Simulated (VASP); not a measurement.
Computed with PBE GGA, VASP's PBE PAW potentials (set 64) (plane waves; VASP 6.6.1).

VASP input:

INCAR:
```
EDIFF=1E-6   ! SCF stop (eV)
SYSTEM=CdSe
ALGO=Normal   ! blocked Davidson
PREC=Accurate
NELM=100   ! most electronic steps
LASPH=.TRUE.
LREAL=.FALSE.
LWAVE=.TRUE.
ENCUT=520
GGA=PE   ! PBE
ISMEAR=0
SIGMA=0.05   ! width (eV)
LMAXMIX=4
LCHARG=.FALSE.
```

**POSCAR**
```
CdSe
1
    0.0000000000     3.1030200861     3.1030200861
    3.1030200861     0.0000000000     3.1030200861
    3.1030200861     3.1030200861     0.0000000000
Cd Se
1 1
Direct
  0.0000000000   0.0000000000   0.0000000000
  0.2500000000   0.2500000000   0.2500000000
```

KPOINTS:
```
kpoints
0
Gamma
 6 6 6
```

POTCAR, in this order: Cd Se (PBE.64 set). Program: vasp_std.

Q: What does the run give for the energy per atom (σ→0), band gap (on the k-mesh)?

A: 
```yaml
energy per atom (σ→0): -2.748 eV/atom
band gap (on the k-mesh): 0.48 eV
```

File OSZICAR:
```
...
DAV:   7    -0.549455711298E+01    0.20420E-01   -0.15610E-01   446   0.299E+00    0.202E+00
DAV:   8    -0.549542871036E+01   -0.87160E-03   -0.13632E-02   426   0.171E+00    0.235E-01
DAV:   9    -0.549560804758E+01   -0.17934E-03   -0.19383E-03   471   0.631E-01    0.483E-02
DAV:  10    -0.549568198105E+01   -0.73933E-04   -0.21545E-04   431   0.210E-01    0.462E-02
DAV:  11    -0.549573324229E+01   -0.51261E-04   -0.90982E-05   421   0.740E-02    0.156E-02
DAV:  12    -0.549573204805E+01    0.11942E-05   -0.65532E-06   491   0.361E-02    0.472E-03
DAV:  13    -0.549573283837E+01   -0.79032E-06   -0.24375E-06   392   0.107E-02
   1 F= -.54957328E+01 E0= -.54957328E+01  d E =-.260034E-12
```

The compound is CdSe in the zinc blende structure, whereas wurtzite is the usual form. It was relaxed first, which changed the volume by +8 %.
